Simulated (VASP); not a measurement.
An input for Ansatz (written as the equivalent of a VASP run, and not itself run):

Ansatz 0.2 input:
```yaml
crystal:
  lattice:
    - [-1.9580572, 1.9580572, 1.9580572]
    - [1.9580572, -1.9580572, 1.9580572]
    - [1.9580572, 1.9580572, -1.9580572]
  atoms:
    - { symbol: Ba, position: [0.0000000, 0.0000000, 0.0000000] }
kpoints:
  mp_grid: { grid: [13, 13, 13] }
hamiltonian:
  xc: pbe
  pseudopotentials: { kind: paw }
scf:
  occupations: { method: methfessel_paxton, width: 0.1 }
  max_iter: 100
relax:
  max_steps: 40
  f_tol: 0.02
  cell: { p_target: 20 }
output: { forces: true, stress: true, eigenvalues: true }
```

Translate this input to VASP (INCAR, KPOINTS, POSCAR, choice of POTCAR).

One answer among several that fit: 
### POSCAR
```
Ba
1.0
 -1.9580572201   1.9580572201   1.9580572201
  1.9580572201  -1.9580572201   1.9580572201
  1.9580572201   1.9580572201  -1.9580572201
Ba
1
Cartesian
  0.0000000000   0.0000000000   0.0000000000
```

### INCAR
```
# general
SYSTEM  = Ba
PREC    = Accurate
ENCUT   = 500
LREAL   = F
LASPH   = T

# electronic loop
EDIFF   = 1E-6
NELM    = 100
ALGO    = Normal
LMAXMIX = 4

# smearing
ISMEAR  = 1
SIGMA   = 0.1

# functional
GGA     = PE

# ions
IBRION  = 2
NSW     = 40
ISIF    = 3
EDIFFG  = -0.02
PSTRESS = 200

# output
LWAVE   = F
LCHARG  = F
```

**KPOINTS**
```
Automatic mesh
0
Gamma
13 13 13
0 0 0
```

POTCAR, in this order: Ba_sv (PBE.64 set). Program: vasp_std.

Limits of the translation: each code has its own PAW files, so the cut-off isn't converted (ENCUT is set for VASP's; basis.ecutwfc is left out, and Ansatz then takes the one that its files recommend); Ansatz stops its SCF on the density residual and VASP on the energy change (EDIFF).

The compound is Ba in the bcc structure. This run relaxes it under an external pressure of 20 GPa. Symmetry was kept, so distortions that lower it aren't found.
